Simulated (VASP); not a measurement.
Input for VASP

**INCAR**
```
SYSTEM = ZnS
PREC = Accurate
ENCUT = 400
EDIFF = 1E-6
NELM = 100
ALGO = Normal
LREAL = .FALSE.
LASPH = .TRUE.
ISMEAR = 0
SIGMA = 0.05
GGA = PE
LMAXMIX = 4
LWAVE = .FALSE.
LCHARG = .FALSE.
ISIF = 2
```

**KPOINTS**
```
k-points along high-symmetry lines
5
Line-mode
Reciprocal
  0.000000   0.000000   0.000000 ! GAMMA
  0.000000   0.500000   0.000000 ! M

  0.000000   0.500000   0.000000 ! M
 -0.333333   0.666667   0.000000 ! K

 -0.333333   0.666667   0.000000 ! K
  0.000000   0.000000   0.000000 ! GAMMA

  0.000000   0.000000   0.000000 ! GAMMA
  0.000000   0.000000   0.500000 ! A

  0.000000   0.000000   0.500000 ! A
  0.000000   0.500000   0.500000 ! L

  0.000000   0.500000   0.500000 ! L
 -0.333333   0.666667   0.500000 ! H

 -0.333333   0.666667   0.500000 ! H
  0.000000   0.000000   0.500000 ! A

  0.000000   0.500000   0.500000 ! L
  0.000000   0.500000   0.000000 ! M

 -0.333333   0.666667   0.500000 ! H
 -0.333333   0.666667   0.000000 ! K
```

File POSCAR:
```
ZnS
1
    1.9482000000    -3.3743810000     0.0000000000
    1.9482000000     3.3743810000     0.0000000000
    0.0000000000     0.0000000000     6.3852000000
Zn S
2 2
Direct
  0.6666670000   0.3333330000   0.5000000000
  0.3333330000   0.6666670000   0.0000000000
  0.6666670000   0.3333330000   0.8750000000
  0.3333330000   0.6666670000   0.3750000000
```

POTCAR, in this order: Zn S (PBE.64 set). Program: vasp_std.

What VASP printed:

File standard output:
```
 POSCAR found type information on POSCAR ZnS
 POSCAR found :  2 types and       4 ions
 Reading from existing POTCAR
 Reading from existing POTCAR
 LDA part: xc-table for (Slater+PW92), standard interpolation
 POSCAR, INCAR and KPOINTS ok, starting setup
 WAVECAR not read
 entering main loop
       N       E                     dE             d eps       ncg     rms          rms(c)
DAV:   1     0.210988300170E+03    0.21099E+03   -0.15100E+04  1980   0.161E+03
DAV:   2     0.529265081443E+01   -0.20570E+03   -0.19993E+03  2126   0.334E+02
DAV:   3    -0.133780896597E+02   -0.18671E+02   -0.18278E+02  2316   0.106E+02
DAV:   4    -0.137895033668E+02   -0.41141E+00   -0.41090E+00  2328   0.160E+01
DAV:   5    -0.137977923620E+02   -0.82890E-02   -0.82879E-02  2392   0.222E+00    0.910E+00
DAV:   6    -0.127890773665E+02    0.10087E+01   -0.22821E+00  3174   0.426E+01    0.737E+00
DAV:   7    -0.128091811478E+02   -0.20104E-01   -0.19395E+00  2244   0.799E+00    0.347E+00
DAV:   8    -0.127987012330E+02    0.10480E-01   -0.13135E-01  2628   0.466E+00    0.113E+00
DAV:   9    -0.127987415831E+02   -0.40350E-04   -0.16371E-02  2784   0.257E+00    0.298E-01
DAV:  10    -0.127989475508E+02   -0.20597E-03   -0.20109E-03  2292   0.375E-01    0.210E-01
DAV:  11    -0.127990751082E+02   -0.12756E-03   -0.64200E-05  2402   0.546E-02    0.143E-01
DAV:  12    -0.127992501586E+02   -0.17505E-03   -0.24686E-04  2196   0.123E-01    0.425E-02
DAV:  13    -0.127992464474E+02    0.37112E-05   -0.10905E-05  2786   0.509E-02    0.289E-02
DAV:  14    -0.127992477077E+02   -0.12602E-05   -0.14052E-05  2670   0.336E-02    0.568E-03
DAV:  15    -0.127992472086E+02    0.49908E-06   -0.26932E-06  1882   0.226E-02
   1 F= -.12799247E+02 E0= -.12799247E+02  d E =-.172932E-14
```

File OUTCAR:
```
------------------------ aborting loop because EDIFF is reached ----------------------------------------
  FORCE on cell =-STRESS in cart. coord.  units (eV):
  Direction    XX          YY          ZZ          XY          YZ          ZX
  --------------------------------------------------------------------------------------
  Total        0.0675984      0.0675984     -1.3568424     -0.0000000      0.0000000     -0.0000000
  in kB        1.2900742      1.2900739    -25.8945187     -0.0000000      0.0000000     -0.0000000
  external PRESSURE =      -7.7714569 kB  Pullay stress =       0.0000000 kB
  volume of cell :       83.95
      direct lattice vectors                 reciprocal lattice vectors
     1.948200000 -3.374381000  0.000000000     0.256647161 -0.148175325  0.000000000
     1.948200000  3.374381000  0.000000000     0.256647161  0.148175325  0.000000000
     0.000000000  0.000000000  6.385200000     0.000000000  0.000000000  0.156612166
  FREE ENERGIE OF THE ION-ELECTRON SYSTEM (eV)
  ---------------------------------------------------
  free  energy   TOTEN  =       -12.7992472086 eV

  energy  without entropy=      -12.7992472086  energy(sigma->0) =      -12.79924721
```
(Selected blocks of OUTCAR.)

Problem. The run ends quietly. Is anything wrong with it?

Solution. The cause: a line-mode KPOINTS file was used for a self-consistent run. The run ends without an error. Against the sound run, the energy per atom (σ→0) rises by 0.214 eV/atom; the pressure goes up by 1.75 GPa. To mend it, correct KPOINTS.
KPOINTS:
```
Automatic mesh
0
Gamma
5 5 3
0 0 0
```
The mended run (PBE GGA, plane waves, VASP's PBE PAW potentials (set 64)) converges, and its OSZICAR ends with
```
   1 F= -.13656257E+02 E0= -.13656257E+02  d E =-.511641E-15
```

The compound is ZnS in the wurtzite structure, the high-temperature form. The cell was not relaxed at this level.
